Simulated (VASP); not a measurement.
# Quasiparticle energies of InP in VASP

Aim: the quasiparticle gap of InP, and what it costs to get it. The cell is of the zinc-blende type, one of the forms listed for this formula. The start is a cell from a database of measured crystal structures.

Calculated with VASP 6.6.1; PBE; plane waves and PAW (In_d_GW, P_GW), in the first sound run; inputs show where later runs differ.

Most raw output is cut from this account.

## Step 1: The structure

The structure is cubic, space group F-43m (No. 216). Conventional cell: a = 5.869 Å, b = 5.869 Å, c = 5.869 Å, α = 90.00°, β = 90.00°, γ = 90.00°. Nearest to In lie 4 P at 2.54 Å. Nearest to P lie 4 In at 2.54 Å. Farther neighbours are not listed.

## Step 2: Ground state

The orbitals come from a self-consistent PBE run with a tight EDIFF and a narrow smearing. KPOINTS_OPT adds the bands along a path, which shows whether the mesh holds the band edges.

Input file INCAR:

```
SYSTEM = InP
PREC = Accurate
ENCUT = 330
EDIFF = 1E-08
NELM = 100
ISMEAR = 0
SIGMA = 0.01
LREAL = .FALSE.
ALGO = Normal
GGA = PE
NBANDS = 15
LORBIT = 11
LWAVE = .TRUE.
LCHARG = .FALSE.
KPAR = 8
```

Input file POSCAR:

```
InP
1.0
    0.0000000000      2.9343500000      2.9343500000
    2.9343500000      0.0000000000      2.9343500000
    2.9343500000      2.9343500000      0.0000000000
In P
1 1
Direct
    0.0000000000      0.0000000000      0.0000000000
    0.2500000000      0.2500000000      0.2500000000
```

Input file KPOINTS:

```
Automatic mesh
0
Gamma
6 6 6
0 0 0
```

Input file KPOINTS_OPT:

```
Line mode
12
Line-mode
Reciprocal
  0.00000000   0.00000000   0.00000000 GAMMA
  0.50000000   0.00000000   0.50000000 X

  0.50000000   0.00000000   0.50000000 X
  0.50000000   0.25000000   0.75000000 W

  0.50000000   0.25000000   0.75000000 W
  0.37500000   0.37500000   0.75000000 K

  0.37500000   0.37500000   0.75000000 K
  0.00000000   0.00000000   0.00000000 GAMMA

  0.00000000   0.00000000   0.00000000 GAMMA
  0.50000000   0.50000000   0.50000000 L

  0.50000000   0.50000000   0.50000000 L
  0.62500000   0.25000000   0.62500000 U

  0.62500000   0.25000000   0.62500000 U
  0.50000000   0.25000000   0.75000000 W

  0.50000000   0.25000000   0.75000000 W
  0.50000000   0.50000000   0.50000000 L

  0.50000000   0.50000000   0.50000000 L
  0.37500000   0.37500000   0.75000000 K

  0.62500000   0.25000000   0.62500000 U
  0.50000000   0.00000000   0.50000000 X
```

PAW data sets: In_d_GW and P_GW (PBE family, release 64).

Started as:

```console
mpirun -np 8 vasp_std
```

Elapsed: 6 s, on 8 MPI ranks of Intel Xeon 6975P-C (Granite Rapids), shared host; peak memory 1.4 GiB; 44 s of CPU time.

Numbers from this step:

* free energy (TOTEN): -8.345 eV
* Fermi energy: 3.930 eV
* pressure: 2.308 GPa
* least gap on mesh and path: 0.6804 eV
* least direct gap on mesh and path: 0.6804 eV

The highest empty bands on the path are converged less tightly, to about 0.1 eV. Electronic bands along the path, in eV, zero at the valence-band top; v1 is the highest filled band, c1 the lowest empty one:

```csv
point,v3,v2,v1,c1,c2,c3,c4
Γ,0.00,0.00,0.00,0.68,4.08,4.08,4.08
0.55 of the way,-3.65,-1.55,-1.55,2.35,3.09,6.68,6.68
X,-5.74,-2.31,-2.31,1.77,2.26,9.18,9.55
0.45 of the way,-5.68,-2.60,-2.59,2.54,2.96,7.87,7.90
W,-5.59,-2.94,-2.90,4.29,4.36,5.55,6.20
0.45 of the way,-5.59,-3.17,-2.42,3.25,4.41,6.26,6.82
K,-5.60,-3.29,-1.93,2.36,4.38,7.49,7.52
0.45 of the way,-4.09,-2.24,-0.68,2.91,4.89,5.14,5.14
Γ,0.00,0.00,0.00,0.68,4.08,4.08,4.08
0.45 of the way,-3.10,-0.49,-0.49,1.80,4.73,4.73,5.05
L,-5.72,-0.97,-0.97,1.48,4.80,4.80,7.10
0.55 of the way,-5.55,-2.64,-1.43,2.69,4.57,5.93,6.86
U,-5.60,-3.29,-1.93,2.36,4.38,7.49,7.52
0.55 of the way,-5.59,-3.17,-2.42,3.25,4.41,6.26,6.82
W,-5.59,-2.94,-2.90,4.29,4.36,5.55,6.20
0.55 of the way,-5.55,-2.52,-1.52,3.00,4.20,5.80,7.14
L,-5.72,-0.97,-0.97,1.48,4.80,4.80,7.10
0.55 of the way,-5.55,-2.64,-1.43,2.69,4.57,5.93,6.86
K,-5.60,-3.29,-1.93,2.36,4.38,7.49,7.52
jump to U,-5.60,-3.29,-1.93,2.36,4.38,7.49,7.52
0.45 of the way,-5.70,-2.79,-2.19,2.07,2.99,8.27,8.57
X,-5.74,-2.31,-2.31,1.77,2.26,9.18,9.55
```

Of the projections kept (In, P), the largest for each band there; the rest of the weight can lie on other orbitals:

```csv
point,v3,v2,v1,c1,c2,c3,c4
Γ,P 0.77,P 0.77,P 0.77,In 0.50,In 0.78,In 0.78,In 0.78
X,In 0.72,P 0.64,P 0.64,In 0.63,In 0.64,P 0.75,In 0.54
W,In 0.73,P 0.64,P 0.59,P 0.68,P 0.54,In 0.67,In 0.63
K,In 0.71,P 0.61,P 0.65,In 0.63,P 0.57,In 0.51,P 0.58
Γ,P 0.77,P 0.77,P 0.77,In 0.50,In 0.78,In 0.78,In 0.78
L,In 0.62,P 0.69,P 0.69,In 0.61,In 0.67,In 0.67,P 0.70
```

The cell has a gap of 0.680 eV on mesh and path and a pressure of +2.3 GPa, which holds the misfit of the given cell and coordinates with this functional, and any error of cutoff, mesh and data sets. Spin-orbit coupling is left out, which can shift or reorder these edges.

## Step 3: Empty bands

ALGO = Exact makes the empty bands from the converged ground state in one step. LOPTICS writes the k-derivatives of the orbitals (WAVEDER), which give the long-wavelength limit of the screening.

Input file INCAR:

```
SYSTEM = InP
PREC = Accurate
ENCUT = 330
ISMEAR = 0
SIGMA = 0.01
LREAL = .FALSE.
GGA = PE
NBANDS = 120
ALGO = Exact
NELM = 1
LWAVE = .TRUE.
LCHARG = .FALSE.
LOPTICS = .TRUE.
NEDOS = 1000
CSHIFT = 0.1
```

POSCAR is that of step 2.

KPOINTS is that of step 2.

Started as:

```console
mpirun -np 8 vasp_std
```

Elapsed: 3.2 s, on 8 MPI ranks; peak memory 1.1 GiB; 21 s of CPU time.

The gap is read on the k-mesh alone, so it is an upper bound where the band edges lie off the mesh.

Numbers from this step:

```
gap on the k-mesh              : 0.6805 eV
least direct gap on the k-mesh : 0.6805 eV
```

WAVECAR now holds 120 bands for 18 electrons. Its independent-particle dielectric tensor has xx, yy, zz = 21.9, 21.9, 21.9 on this mesh, which isn't tested for convergence in mesh or bands and lacks local fields.

## Step 4: G0W0, ENCUTGW 100, bands in the sums 120

This step: G0W0 on PBE; plane waves and PAW (In_d_GW, P_GW) (VASP 6.6.1).

G0W0 keeps orbitals and screening fixed and shifts each of the lowest NBANDSGW levels once.

Input file INCAR:

```
SYSTEM = InP
PREC = Accurate
ENCUT = 330
ISMEAR = 0
SIGMA = 0.01
LREAL = .FALSE.
GGA = PE
NBANDS = 120
ALGO = EVGW0
NELMGW = 1
ENCUTGW = 100
NOMEGA = 48
PRECFOCK = Fast
NBANDSGW = 24
LWAVE = .FALSE.
LCHARG = .FALSE.
```

POSCAR is that of step 3.

KPOINTS is that of step 3.

Started as:

```console
mpirun -np 8 vasp_std
```

The job ended after 93 s (8 MPI ranks; peak memory 2.1 GiB).

Numbers from this step:

```yaml
quasiparticle_gap_on_the_mesh: 1.218 eV
smallest_direct_quasiparticle_gap_on_the_mesh: 1.218 eV
gap_of_the_starting_orbitals_on_the_mesh: 0.6805 eV
```

GW takes the gap from 0.681 to 1.218 eV. Spin-orbit coupling is left out. The value holds for 120 bands, ENCUTGW = 100 eV and this mesh, and isn't shown to be converged in them.

## Step 5: Empty bands

This step: PBE; plane waves and PAW (In_d_GW, P_GW) (VASP 6.6.1).

The empty bands are made again, for the run that follows.

Input file INCAR:

```
SYSTEM = InP
PREC = Accurate
ENCUT = 330
ISMEAR = 0
SIGMA = 0.01
LREAL = .FALSE.
GGA = PE
NBANDS = 192
ALGO = Exact
NELM = 1
LWAVE = .TRUE.
LCHARG = .FALSE.
LOPTICS = .TRUE.
NEDOS = 1000
CSHIFT = 0.1
```

POSCAR is that of step 4.

KPOINTS is that of step 4.

Started as:

```console
mpirun -np 8 vasp_std
```

Run time: 3.4 s. Hardware: 8 MPI ranks; peak memory 1.1 GiB.

WAVECAR now holds 192 bands for 18 electrons.

## Step 6: G0W0, ENCUTGW 140, bands in the sums 192

This step: G0W0 on PBE; plane waves and PAW (In_d_GW, P_GW) (VASP 6.6.1).

ENCUTGW rises to 140 eV and the bands with it, to about the number of plane waves under that cutoff.

Input file INCAR:

```
SYSTEM = InP
PREC = Accurate
ENCUT = 330
ISMEAR = 0
SIGMA = 0.01
LREAL = .FALSE.
GGA = PE
NBANDS = 192
ALGO = EVGW0
NELMGW = 1
ENCUTGW = 140
NOMEGA = 48
PRECFOCK = Fast
NBANDSGW = 24
LWAVE = .FALSE.
LCHARG = .FALSE.
```

POSCAR is that of step 5.

KPOINTS is that of step 5.

Started as:

```console
mpirun -np 8 vasp_std
```

It took 2.2 min on 8 MPI ranks; peak memory 2.5 GiB.

The gap is now 1.233 eV, +15 meV against the GW run before. Spin-orbit coupling is left out.

## Step 7: Empty bands

This step: PBE; plane waves and PAW (In_d_GW, P_GW) (VASP 6.6.1).

Input file INCAR:

```
SYSTEM = InP
PREC = Accurate
ENCUT = 330
ISMEAR = 0
SIGMA = 0.01
LREAL = .FALSE.
GGA = PE
NBANDS = 280
ALGO = Exact
NELM = 1
LWAVE = .TRUE.
LCHARG = .FALSE.
LOPTICS = .TRUE.
NEDOS = 1000
CSHIFT = 0.1
```

POSCAR is that of step 6.

KPOINTS is that of step 6.

Started as:

```console
mpirun -np 8 vasp_std
```

The job ended after 3.4 s (8 MPI ranks; peak memory 1.1 GiB; 22 s of CPU time).

WAVECAR now holds 280 bands for 18 electrons.

## Step 8: G0W0, ENCUTGW 180, bands in the sums 280

This step: G0W0 on PBE; plane waves and PAW (In_d_GW, P_GW) (VASP 6.6.1).

ENCUTGW rises to 180 eV and the bands with it, to about the number of plane waves under that cutoff.

Input file INCAR:

```
SYSTEM = InP
PREC = Accurate
ENCUT = 330
ISMEAR = 0
SIGMA = 0.01
LREAL = .FALSE.
GGA = PE
NBANDS = 280
ALGO = EVGW0
NELMGW = 1
ENCUTGW = 180
NOMEGA = 48
PRECFOCK = Fast
NBANDSGW = 24
LWAVE = .FALSE.
LCHARG = .FALSE.
```

POSCAR is that of step 7.

KPOINTS is that of step 7.

Started as:

```console
mpirun -np 8 vasp_std
```

The job ended after 3.8 min (8 MPI ranks; peak memory 3.2 GiB).

The gap is now 1.240 eV, +7 meV against the GW run before. Spin-orbit coupling is left out.

## Step 9: Empty bands

This step: PBE; plane waves and PAW (In_d_GW, P_GW) (VASP 6.6.1).

Input file INCAR:

```
SYSTEM = InP
PREC = Accurate
ENCUT = 330
ISMEAR = 0
SIGMA = 0.01
LREAL = .FALSE.
GGA = PE
NBANDS = 376
ALGO = Exact
NELM = 1
LWAVE = .TRUE.
LCHARG = .FALSE.
LOPTICS = .TRUE.
NEDOS = 1000
CSHIFT = 0.1
```

POSCAR is that of step 8.

KPOINTS is that of step 8.

Started as:

```console
mpirun -np 8 vasp_std
```

Wall time 4 s (8 MPI ranks); peak memory 1.1 GiB; 27 s of CPU time.

WAVECAR now holds 376 bands for 18 electrons.

## Step 10: G0W0, ENCUTGW 220, bands in the sums 376

This step: G0W0 on PBE; plane waves and PAW (In_d_GW, P_GW) (VASP 6.6.1).

ENCUTGW rises to 220 eV and the bands with it, to about the number of plane waves under that cutoff.

Input file INCAR:

```
SYSTEM = InP
PREC = Accurate
ENCUT = 330
ISMEAR = 0
SIGMA = 0.01
LREAL = .FALSE.
GGA = PE
NBANDS = 376
ALGO = EVGW0
NELMGW = 1
ENCUTGW = 220
NOMEGA = 48
PRECFOCK = Fast
NBANDSGW = 24
LWAVE = .FALSE.
LCHARG = .FALSE.
```

POSCAR is that of step 9.

KPOINTS is that of step 9.

Started as:

```console
mpirun -np 8 vasp_std
```

The job ended after 6.1 min (8 MPI ranks; peak memory 4.1 GiB; 48 min of CPU time).

The gap is now 1.239 eV, -1 meV against the GW run before. Spin-orbit coupling is left out.

## Step 11: Summary

This step: GW series: G0W0 on PBE; plane waves and PAW (VASP 6.6.1).

This step runs nothing: it gathers the runs above.

Numbers from this step:

| Quantity | Value |
| --- | --- |
| gap extrapolated to a complete basis | 1.247 eV |
| direct gap extrapolated to a complete basis | 1.247 eV |

Cost is wall time times ranks on a shared host, with the step that makes the empty bands. GW runs:

```csv
level,bands,ENCUTGW (eV),NOMEGA,k mesh,starting gap (eV),quasiparticle gap (eV),direct gap (eV),cost (core minutes)
G0W0,120,100,48,6x6x6,0.6805,1.218,1.218,12.83
G0W0,192,140,48,6x6x6,0.6805,1.233,1.233,18.45
G0W0,280,180,48,6x6x6,0.6805,1.24,1.24,30.85
G0W0,376,220,48,6x6x6,0.6805,1.239,1.239,49.21
```

## Step 12: What came out

```json
{
 "G0W0 on PBE, 376 bands, ENCUTGW 220 eV, NOMEGA 48, mesh 6×6×6": "0.681 → 1.239 eV",
 "G0W0 on PBE, 120 bands, ENCUTGW 100 eV, NOMEGA 48, mesh 6×6×6": "0.681 → 1.218 eV",
 "gap at a complete basis (linear in ENCUTGW^-3/2)": "1.25 eV"
}
```

In words: G0W0 gives a quasiparticle gap of 1.239 eV on the mesh, 0.56 eV over the PBE gap on the same mesh. On mesh and path the starting valence top lies at Γ and the conduction bottom at Γ, so the starting gap is direct. Both points lie on the GW mesh. The steps of the series move the gap by +15, +7, -1 meV; the last costs 1.6 times the one before. The last step lies within a tolerance of 30 meV, picked for this account, and the last two together move the gap by +6 meV. Extrapolated from the last three points to a complete basis, the gap is 1.25 eV, +8 meV from the dearest run; the last three points aren't monotonic, so this extrapolates their scatter. The extrapolation removes the error of the response basis alone, at this mesh, ENCUT and data set. In In_d_GW the d shell is in the valence without all the semicore s and p states of the same shell; those stay frozen in the core, and how far that moves the GW gap wasn't tested here. Spin-orbit coupling is left out; with In in the cell it can split or shift band edges, by an amount that depends on which atoms form them and isn't tested here. Not tabulated here, as repeats of values shown or as unfit to read for their mesh, reference level or band range: eps2 curves (empty bands); eps1 curves and static values (empty bands); gaps (empty bands).

[Lines on the potential files, build, host, timing and source positions are cut from VASP's logs without a mark.]

[Logs are printed without paths, hosts, clocks, repeated set-up lines and the standing remarks that a program may print on its own settings, such as how far it seeks lower states.]

[Hosts, paths, dates, database ids (printed as entryN), source tags and the programs' standing remarks are cut or masked in the printed files.]

[Pressures printed for these runs are not shown converged in the cutoff: they can be off by several GPa and have the wrong sign.]
